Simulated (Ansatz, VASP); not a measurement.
# InPt3C: VASP beside Ansatz, part 2 of 2

Aim: how closely do two programs agree when they are given the same cell, functional and k mesh? The cell is taken from a series of runs on this material, whose earlier steps may have relaxed, scaled, displaced or heated it; both programs get it as it stands.

VASP 6.6.1 and Ansatz 0.2.0.

So far. Step 2 (VASP: single point, PBEsol, pair 1): The run ends at a pressure of 0.19 GPa, with forces up to 0.28 eV/Å. Step 3 (Ansatz: single point, PBEsol, pair 1): The run ends at a pressure of 0.00 GPa, with forces up to 0.27 eV/Å.

## 5. VASP: single point, PBEsol, pair 2

Level of this step: PBEsol; plane waves and PAW (In_d, Pt, C) (VASP).

With cell and atoms fixed, the geometry can't cause a difference; cores, projectors, grids and the points listed under the comparison can.

File INCAR:

```
SYSTEM = InPt3C
PREC = Accurate
ENCUT = 600
EDIFF = 1E-06
NELM = 120
ISMEAR = 1
SIGMA = 0.2
LREAL = .FALSE.
ALGO = Normal
GGA = PS
NBANDS = 58
LASPH = .TRUE.
LORBIT = 11
LWAVE = .FALSE.
LCHARG = .FALSE.
ISIF = 2
GGA_COMPAT = .FALSE.
KPAR = 2
```

File POSCAR:

```
InPt3C
1.0
   -4.1977651068      0.0000000000      0.0000000000
    0.0000000000     -4.1977651068     -4.1977651068
    0.0000000000     -4.1977651068      4.1977651068
In Pt C
2 6 2
Direct
    0.0000000000      0.5000000000      0.5000000000
    0.0000000000      0.0000000000      0.0000000000
    0.5190577600      0.7500000000      0.2500000000
    0.4809422400      0.2500000000      0.7500000000
    0.4906961369      0.7500000000      0.7500000000
    0.5093038631      0.2500000000      0.2500000000
    0.0000000000      0.0000000000      0.5000000000
    0.0000000000      0.5000000000      0.0000000000
    0.5000000000      0.0000000000      0.5000000000
    0.5000000000      0.5000000000      0.0000000000
```

File KPOINTS:

```
Automatic mesh
0
Gamma
8 6 6
0 0 0
```

The projector-augmented-wave data sets are In_d, Pt and C (PBE family, release 64).

Run with:

```
> mpirun -np 2 vasp_std
```

Numbers of over 12 decimals in the logs are rounded to 6 here.

What it wrote:

```text
[banner, memory and clock lines left out]
running    2 mpi-ranks, on    1 nodes
[...]
[... a notice as in an earlier step ...]

 LDA part: xc-table for (Slater+PW92), standard interpolation
 POSCAR, INCAR and KPOINTS ok, starting setup
[...]
entering main loop
       N       E                     dE             d eps       ncg     rms          rms(c)
DAV:   1     0.110014447164E+04    0.11001E+04   -0.46648E+04 11660   0.215E+03
DAV:   2     0.102920850690E+03   -0.99722E+03   -0.94835E+03 12190   0.560E+02
DAV:   3    -0.542084005664E+02   -0.15713E+03   -0.14231E+03 12392   0.191E+02
DAV:   4    -0.685812894807E+02   -0.14373E+02   -0.13608E+02 15856   0.558E+01
[...]
DAV:  13    -0.647722123311E+02    0.72253E-05   -0.10035E-04 14972   0.770E-02    0.215E-02
DAV:  14    -0.647722102908E+02    0.20403E-05   -0.93905E-06 13886   0.257E-02    0.100E-02
DAV:  15    -0.647722096666E+02    0.62426E-06   -0.17232E-06  7944   0.694E-03
   1 F= -.64772210E+02 E0= -.64771113E+02  d E =-.329014E-02
```

OUTCAR, selected parts (step 5):

```text
  Total        0.3869090     -0.1180209      0.3437749      0.0000000      0.0237735      0.0000000
  in kB        4.1902024     -1.2781601      3.7230624      0.0000000      0.2574652      0.0000000
  external PRESSURE =       2.2117016 kB  Pullay stress =       0.0000000 kB

 POSITION                                       TOTAL-FORCE (eV/Angst)
 -----------------------------------------------------------------------------------
      0.00000     -4.19777      0.00000         0.000000      0.000000     -0.000000
      0.00000      0.00000      0.00000         0.000000      0.000000     -0.000000
     -2.17888     -4.19777     -2.09888        -0.501260     -0.000000     -0.000000
     -2.01888     -4.19777      2.09888         0.501260     -0.000000     -0.000000
     -2.05983     -6.29665      0.00000         0.274013      0.000000     -0.000000
     -2.13794     -2.09888      0.00000        -0.274013      0.000000     -0.000000
      0.00000     -2.09888      2.09888         0.000000      0.000000      0.000000
      0.00000     -2.09888     -2.09888         0.000000      0.000000      0.000000
     -2.09888     -2.09888      2.09888         0.000000      0.000000     -0.000000
     -2.09888     -2.09888     -2.09888         0.000000      0.000000      0.000000
 -----------------------------------------------------------------------------------
    total drift:                               -0.000000     -0.000000      0.000000

  FREE ENERGIE OF THE ION-ELECTRON SYSTEM (eV)
  ---------------------------------------------------
  free  energy   TOTEN  =       -64.7722096666 eV

  energy  without entropy=      -64.7689195284  energy(sigma->0) =      -64.77111295

[... 2 parts as in an earlier step ...]

[... 1 further part left out ...]
[key lines of the parts left out:]
E-fermi :  10.7245
```

The run ends at a pressure of 0.22 GPa, with forces up to 0.50 eV/Å.

## 6. Ansatz: single point, PBEsol, pair 2

The same cell, functional, mesh and smearing now go to Ansatz, which takes its cutoff from its data sets.

The cell is taken from a series of runs on this material, whose earlier steps may have relaxed, scaled, displaced or heated it; both programs get it as it stands.

File input.yaml:

```yaml
crystal:
  lattice:
    - [-4.1977651068, 0.0, 0.0]
    - [0.0, -4.1977651068, -4.1977651068]
    - [0.0, -4.1977651068, 4.1977651068]
  atoms:
    - { symbol: In, position: [0.0, 0.5, 0.5] }
    - { symbol: In, position: [0.0, 1.0, 1.0] }
    - { symbol: Pt, position: [0.51905776, 0.75, 0.25] }
    - { symbol: Pt, position: [0.48094224, 0.25, 0.75] }
    - { symbol: Pt, position: [0.4906961369, 0.75, 0.75] }
    - { symbol: Pt, position: [0.5093038631, 0.25, 0.25] }
    - { symbol: Pt, position: [1.0, 0.0, 0.5] }
    - { symbol: Pt, position: [1.0, 0.5, 0.0] }
    - { symbol: C, position: [0.5, 0.0, 0.5] }
    - { symbol: C, position: [0.5, 0.5, 0.0] }
kpoints:
  mp_grid: { grid: [8, 6, 6] }
hamiltonian:
  xc: pbesol
  pseudopotentials: { kind: paw, azcp: { folder: soft_1 }, xc_functional: pbe }
scf:
  occupations: { method: methfessel_paxton, width: 0.2 }
output:
  forces: true
  stress: true
  eigenvalues: true
```

Run with:

```
> ansatz run input.yaml --threads 4 --pin off --max-ram 10240MiB --backend cpu --events-out ev --progress --plain --runs-dir out
```

What it wrote:

```text
[...]
Crystal: 10 atoms, lattice volume = 147.940 Å³
Basis set: ecut = 420 eV, 2871 PW (Γ), exchange–correlation on 60×80×80 points (8 copies of the dense FFT grid, shifted against one another)
Bands: 86, of which v1, the nominal top of the filled ones, is band 71 counted from 1 (70 counted from 0)
Symmetry: 4 space group operations
[...]
k-points: 100 of 288
[...]
k-point 0: bands = [... 67 lower, 18.4565, 18.4796, 18.4961, 18.9309, 18.9524, 20.2775, 20.9017, 20.9119, ... 11 higher]
  k-point 1: bands = [... 67 lower, 18.4142, 18.6131, 18.6175, 18.9635, 19.1402, 20.1405, 20.5229, 21.1229, ... 11 higher]
  k-point 2: bands = [... 67 lower, 18.1970, 18.8793, 18.9816, 19.0192, 19.5003, 19.8357, 20.0788, 21.8127, ... 11 higher]
  k-point 99: bands = [... 67 lower, 17.9197, 18.8934, 18.9389, 18.9516, 18.9596, 20.4023, 20.4832, 21.5790, ... 11 higher]
[key lines of the parts left out:]
SCF converged after 9 iterations
Free energy (F): -85854.365806 eV
Fermi energy:    19.416356 eV
P = ⅓ Tr σ = 0.0300 GPa (0.300 kbar)
```

The run ends at a pressure of 0.03 GPa, with forces up to 0.50 eV/Å.

## 7. Differences

What differs besides the data sets and the points named for the pairs above, as far as they apply: the data sets hold 142 valence electrons in Ansatz (on its PAW soft_1 files) and 94 in VASP. Total energies have different zeros and are not compared.

The two programs side by side:

| quantity | Ansatz | VASP | difference |
| --- | --- | --- | --- |
| pressure (GPa) | 0.03 | 0.22 | -0.19 |

Forces (eV/Å; atoms numbered as in POSCAR):

| atom | Ansatz x, y, z | VASP x, y, z |
| --- | --- | --- |
| In1 | 0.000, 0.000, 0.000 | 0.000, 0.000, 0.000 |
| In2 | 0.000, 0.000, 0.000 | 0.000, 0.000, 0.000 |
| Pt3 | -0.499, 0.000, 0.000 | -0.501, 0.000, 0.000 |
| Pt4 | 0.499, 0.000, 0.000 | 0.501, 0.000, 0.000 |
| Pt5 | 0.273, 0.000, 0.000 | 0.274, 0.000, 0.000 |
| Pt6 | -0.273, 0.000, 0.000 | -0.274, 0.000, 0.000 |
| Pt7 | 0.000, 0.000, 0.000 | 0.000, 0.000, 0.000 |
| Pt8 | 0.000, 0.000, 0.000 | 0.000, 0.000, 0.000 |
| C9 | 0.000, 0.000, 0.000 | 0.000, 0.000, 0.000 |
| C10 | 0.000, 0.000, 0.000 | 0.000, 0.000, 0.000 |

The forces differ by 0.6 meV/Å r.m.s., which is 0.4 % of the r.m.s. force of 0.147 eV/Å (both taken over all components).

## 8. What came out

```yaml
r_m_s_force_difference_single_point_pbesol_pair_1: 0.3 meV/Å
r_m_s_force_difference_single_point_pbesol_pair_2: 0.62 meV/Å
```

In words: The r.m.s. force difference is 0.62 meV/Å (single point, PBEsol, pair 2), within the 12 meV/Å picked in this series as the mark of a large difference. The data sets hold unlike numbers of valence electrons (142 in Ansatz and 94 in VASP), so part of the differences may come from the potentials. Such differences can come from data sets, numerical settings and the points named under the comparisons, not from the functional's error against experiment.

[Lines on the potential files, build, host, timing and source positions are cut from VASP's logs without a mark.]

[Logs are printed without paths, hosts, clocks, repeated set-up lines and the standing remarks that a program may print on its own settings, such as how far it seeks lower states.]

[Hosts, paths, dates, database ids (printed as entryN), source tags and the programs' standing remarks are cut or masked in the printed files.]
